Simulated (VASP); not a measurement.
```yaml
crystal:
  lattice:
    - [4.18109, 0.00000, 0.00000]
    - [0.00000, 4.18109, 0.00000]
    - [0.00000, 0.00000, 2.67484]
  atoms:
    - { symbol: Si, position: [0.00000, 0.00000, 0.00000] }
    - { symbol: Si, position: [0.50000, 0.50000, 0.50000] }
    - { symbol: O, position: [0.30618, 0.30618, 0.00000] }
    - { symbol: O, position: [0.80618, 0.19382, 0.50000] }
    - { symbol: O, position: [0.19382, 0.80618, 0.50000] }
    - { symbol: O, position: [0.69382, 0.69382, 0.00000] }
```

Computed with MS2 meta-GGA, VASP's PBE PAW potentials (set 64) (plane waves; VASP 6.6.1). Settings: 520 eV cut-off, 6×6×9 Γ-centred mesh, tetrahedra with Blöchl corrections, potentials Si O.

The cores are frozen, which limits the accuracy of field gradients.

Problem. Give the principal components of the electric field gradient (V/Å²) and the asymmetry η at each nucleus.

Solution. 
| atom | Vxx | Vyy | Vzz | η |
|---|---|---|---|---|
| Si1 | -17.5 | -3.1 | 20.6 | 0.70 |
| Si2 | -17.5 | -3.1 | 20.6 | 0.70 |
| O3 | 63.2 | 49.0 | -112.2 | 0.13 |
| O4 | 63.2 | 49.0 | -112.2 | 0.13 |
| O5 | 63.2 | 49.0 | -112.2 | 0.13 |
| O6 | 63.2 | 49.0 | -112.2 | 0.13 |

The compound is SiO2 in the rutile structure, stishovite, a high-pressure form. It was relaxed first.
